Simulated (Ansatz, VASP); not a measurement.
# Ga14Ge17O55 (amorphous 29Ga2O3-71GeO2 (mol %)): VASP beside Ansatz, part 2 of 2

Aim: how closely do two programs agree when they are given the same cell, functional and k mesh? The cell is taken from a series of runs on this material, whose earlier steps may have relaxed, scaled, displaced or heated it; both programs get it as it stands.

VASP 6.6.1 and Ansatz 0.2.0.

So far: Set-up; Ansatz: single point, PBE.

**3. VASP: single point, PBE**

Level of this step: PBE, spin-polarised from a ferromagnetic start; plane waves and PAW (Ga_d, Ge_d, O) (VASP).

The same cell, functional, mesh and smearing now go to VASP, with its own data sets.

Lines of VASP's logs that name or quote its potential files are left out, and so is its time.

Contents of INCAR:

```
SYSTEM = Ga14Ge17O55
PREC = Accurate
ENCUT = 600
EDIFF = 1E-06
NELM = 200
ISMEAR = -1
SIGMA = 0.01
LREAL = Auto
ALGO = Normal
GGA = PE
NELECT = 751
NBANDS = 440
ISPIN = 2
MAGMOM = 0 0.01 0 0 0 0 0 0 0 0 0 0 0 0 0 0 0 0 0 0.01 0 0 0 0 0.01 0 0 0 0.01 0.01 0.01 0 0 0 0.01 0 0 0 0 0 0 0 0 0 0 0 0 0 0 0 0.01 0.01 0.01 0 0.01 0.01 0 0.01 0 0 0 0.01 0 0.01 0 0 0 0.01 0.01 0.01 0 0.02 0 0 0 0.01 0.01 0 0.01 0 0.01 0 0 0.01 0 0
LORBIT = 11
LWAVE = .FALSE.
LCHARG = .FALSE.
ISIF = 2
LASPH = .TRUE.
GGA_COMPAT = .FALSE.
NCORE = 2
```

Contents of POSCAR:

```
Ga14Ge17O55
1.0
   10.7579600000      0.0000000000      0.0000000000
    0.0000000000     10.7579600000      0.0000000000
    0.0000000000      0.0000000000     10.7579600000
Ga Ge O
14 17 55
Direct
    0.0273300000      0.9319900000      0.8780300000
    0.0896900000      0.2034700000      0.5354800000
    0.7858600000      0.0837600000      0.8973200000
    0.9658800000      0.1545900000      0.0956800000
    0.8931100000      0.1133400000      0.3635900000
    0.1082000000      0.3228700000      0.2465600000
    0.0926500000      0.9257600000      0.3302400000
    0.0519600000      0.2421800000      0.8364900000
    0.4896600000      0.4083600000      0.1881300000
    0.6157000000      0.7102800000      0.2982500000
    0.0526900000      0.5938100000      0.1644600000
    0.8479000000      0.8087500000      0.3696000000
    0.8719800000      0.8720300000      0.1152900000
    0.2766000000      0.4951800000      0.0155800000
    0.2246200000      0.8129000000      0.0743300000
    0.5788700000      0.5345800000      0.9299900000
    0.3688300000      0.5367200000      0.7189800000
    0.3706800000      0.7600700000      0.5038200000
    0.6610900000      0.1421900000      0.1887100000
    0.7730000000      0.5073900000      0.2829100000
    0.6672700000      0.8139500000      0.8807900000
    0.3396800000      0.3444800000      0.4558100000
    0.3474900000      0.0727900000      0.5716300000
    0.4637100000      0.9656600000      0.0308700000
    0.7840600000      0.3270800000      0.5326900000
    0.2705000000      0.2045600000      0.0309600000
    0.6196300000      0.1377600000      0.7013600000
    0.8194500000      0.8817100000      0.6636000000
    0.0943100000      0.6377500000      0.4539200000
    0.9722000000      0.4817400000      0.6966400000
    0.8623700000      0.4420400000      0.9791900000
    0.0228700000      0.7849900000      0.4208900000
    0.7946300000      0.8988200000      0.9498300000
    0.9226300000      0.9503900000      0.2759300000
    0.6466200000      0.2541200000      0.5864700000
    0.7856400000      0.1176200000      0.0752500000
    0.7074300000      0.7735500000      0.7272400000
    0.6522300000      0.1874000000      0.8537100000
    0.7313400000      0.8193600000      0.2270600000
    0.7974100000      0.8975100000      0.5053800000
    0.2635400000      0.5276500000      0.8441600000
    0.1717900000      0.3186100000      0.4159100000
    0.0408200000      0.5379800000      0.3341500000
    0.9846600000      0.7427200000      0.1233500000
    0.1203300000      0.4380100000      0.1139300000
    0.4074100000      0.4315900000      0.3386900000
    0.2159600000      0.6466600000      0.0985400000
    0.9503900000      0.2409100000      0.2477600000
    0.3450500000      0.3359600000      0.0957100000
    0.9936600000      0.9890300000      0.0461800000
    0.3152300000      0.9186500000      0.5136900000
    0.1733100000      0.8558900000      0.9235800000
    0.8236000000      0.4556700000      0.6280500000
    0.4600100000      0.5218700000      0.0447100000
    0.2085600000      0.1314300000      0.6384800000
    0.7557800000      0.3766000000      0.3785700000
    0.1503100000      0.1770500000      0.1427000000
    0.2537100000      0.6688300000      0.4286200000
    0.5471100000      0.0250700000      0.1587400000
    0.7495500000      0.0268600000      0.7166900000
    0.0475200000      0.3313900000      0.6881300000
    0.9396300000      0.2929400000      0.9711600000
    0.0624400000      0.0692900000      0.4216100000
    0.8723600000      0.5008500000      0.1413200000
    0.5503500000      0.9285500000      0.8939200000
    0.6472400000      0.6798800000      0.9699800000
    0.2109300000      0.8949900000      0.2175700000
    0.7036000000      0.4275000000      0.9438700000
    0.0611000000      0.5907300000      0.6101400000
    0.5054200000      0.7619700000      0.4125400000
    0.2077200000      0.2618800000      0.8928000000
    0.9469000000      0.5243900000      0.8574300000
    0.3930500000      0.8237900000      0.0678800000
    0.9644300000      0.8566100000      0.7340200000
    0.3570200000      0.0777500000      0.9782200000
    0.3835600000      0.6903100000      0.6541400000
    0.7791400000      0.6421600000      0.3835500000
    0.6112600000      0.2937400000      0.1635300000
    0.9604000000      0.0957400000      0.8317000000
    0.3394000000      0.4179600000      0.6043100000
    0.4768500000      0.0616600000      0.6745100000
    0.9065800000      0.2143700000      0.5159300000
    0.7230600000      0.1125400000      0.3359200000
    0.3928400000      0.1864300000      0.4568300000
    0.5235100000      0.5108600000      0.7778100000
    0.6177700000      0.5468500000      0.2297800000
```

Contents of KPOINTS:

```
Automatic mesh
0
Gamma
1 1 1
0 0 0
```

Potentials, in the order of the species: Ga_d, Ge_d and O (PBE family, release 64).

Started as:

```bash
$ mpirun -np 8 vasp_gam
```

Numbers of over 12 decimals in the logs are rounded to 6 here.

What it wrote:

```text
[banner, memory and clock lines left out]
running    8 mpi-ranks, on    1 nodes
[...]
LDA part: xc-table for (Slater+PW92), standard interpolation
 POSCAR, INCAR and KPOINTS ok, starting setup
[...]
entering main loop
       N       E                     dE             d eps       ncg     rms          rms(c)
DAV:   1     0.249353208707E+05    0.24935E+05   -0.27834E+05  2104   0.457E+03
DAV:   2     0.622839861762E+04   -0.18707E+05   -0.17364E+05  1760   0.133E+03
DAV:   3     0.539569251218E+03   -0.56888E+04   -0.53846E+04  2128   0.438E+02
DAV:   4    -0.497777797363E+03   -0.10373E+04   -0.10039E+04  2104   0.196E+02
DAV:   5    -0.609072261417E+03   -0.11129E+03   -0.10991E+03  2616   0.671E+01BRMIX: very serious problems
 the old and the new charge density differ
 old charge density:   750.00000 new  751.00000
    0.563E+01
DAV:   6    -0.518046456497E+03    0.91026E+02   -0.37823E+02  2968   0.939E+01    0.181E+01
DAV:   7    -0.522217420364E+03   -0.41710E+01   -0.61711E+01  2192   0.164E+01    0.121E+01
DAV:   8    -0.521818298146E+03    0.39912E+00   -0.78434E+00  2520   0.124E+01    0.391E+00
DAV:   9    -0.521560706768E+03    0.25759E+00   -0.17658E+00  2416   0.726E+00    0.144E+00
[...]
DAV:  19    -0.521608605948E+03   -0.19437E-05   -0.30791E-05  2232   0.193E-02    0.606E-03
DAV:  20    -0.521608605660E+03    0.28839E-06   -0.10070E-05  1600   0.128E-02    0.342E-03
DAV:  21    -0.521608605476E+03    0.18385E-06   -0.45722E-06  1312   0.868E-03
   1 F= -.52160861E+03 E0= -.52160596E+03  d E =-.529096E-02  mag=    -0.8524
```

Parts of OUTCAR (step 3):

```text
  FREE ENERGIE OF THE ION-ELECTRON SYSTEM (eV)
  ---------------------------------------------------
  free  energy   TOTEN  =      -521.6086054758 eV

  energy  without entropy=     -521.6033145154  energy(sigma->0) =     -521.60596000

 magnetization (x)
# of ion       s       p       d       tot
------------------------------------------
    1       -0.004  -0.000  -0.000  -0.005
    2       -0.014  -0.002  -0.000  -0.016
    3       -0.006  -0.000  -0.000  -0.007
    4       -0.007  -0.001  -0.001  -0.008
    5       -0.004  -0.000  -0.000  -0.005
    6       -0.012  -0.002  -0.000  -0.014
    7       -0.005  -0.001  -0.000  -0.007
    8       -0.006  -0.000  -0.000  -0.007
    9       -0.006  -0.001  -0.000  -0.007
   10       -0.012  -0.001  -0.001  -0.014
   11       -0.006  -0.000  -0.001  -0.007
   12       -0.004  -0.000  -0.000  -0.004
   13       -0.008  -0.001  -0.000  -0.008
[...]
--------------------------------------------------
tot         -0.412  -0.141  -0.011  -0.563
```

The cell is charged against a uniform background.

The run ends at a pressure of 0.08 GPa, with forces up to 0.079 eV/Å.

**4. Differences**

Known differences besides the potentials themselves: VASP starts from the moments at which Ansatz ended; the cutoff is 420 eV in Ansatz and 600 eV in VASP (PREC = Accurate, projectors in real space). Total energies have different zeros and are not compared.

The two programs side by side:

| quantity | Ansatz | VASP | difference |
| --- | --- | --- | --- |
| total moment (μB) | -0.87 | -0.85 | -0.02 |

Forces on 8 of the 86 atoms, those with the largest forces and the largest differences (eV/Å; atoms numbered as in POSCAR):

| atom | Ansatz x, y, z | VASP x, y, z |
| --- | --- | --- |
| Ga7 | 0.003, 0.002, -0.007 | 0.072, 0.011, -0.015 |
| Ga10 | -0.001, -0.005, -0.002 | -0.073, 0.030, 0.009 |
| Ge22 | 0.015, 0.006, 0.012 | 0.052, 0.040, 0.009 |
| Ge26 | 0.008, -0.026, 0.002 | 0.029, -0.039, -0.038 |
| O40 | 0.000, 0.001, -0.006 | 0.008, 0.002, 0.056 |
| O49 | 0.005, -0.007, -0.014 | -0.013, -0.066, -0.020 |
| O57 | 0.015, 0.003, -0.008 | 0.059, -0.023, -0.032 |
| O75 | -0.021, 0.016, 0.010 | -0.017, 0.027, 0.053 |

The forces differ by 23 meV/Å r.m.s., where the r.m.s. force is 0.007 eV/Å in Ansatz and 0.024 eV/Å in VASP: the atoms lie near their places of rest in Ansatz, so a percentage would say little (all taken over all components). Without spin-orbit coupling the overall direction of the spins is arbitrary; the signs of Ansatz's moments are turned here to match VASP's. The cell carries a charge of -1 e against a uniform background, so its pressure also hangs on how the neutralising background is counted, and in a defect's cell a gap may be the spacing between its levels.

**5. Results**

| Quantity | Value |
| --- | --- |
| r.m.s. force difference (single point, PBE) | 23 meV/Å |

What this shows: The r.m.s. force difference is 23 meV/Å (single point, PBE), beyond the 12 meV/Å picked in this series as the mark of a large difference. What causes the difference of the single point, PBE pair stays open here. Such differences can come from data sets, numerical settings and the points named under the comparisons, not from the functional's error against experiment.

[Lines on the potential files, build, host, timing and source positions are cut from VASP's logs without a mark.]

[Logs are printed without paths, hosts, clocks, repeated set-up lines and the standing remarks that a program may print on its own settings, such as how far it seeks lower states.]

[Hosts, paths, dates, database ids (printed as entryN), source tags and the programs' standing remarks are cut or masked in the printed files.]
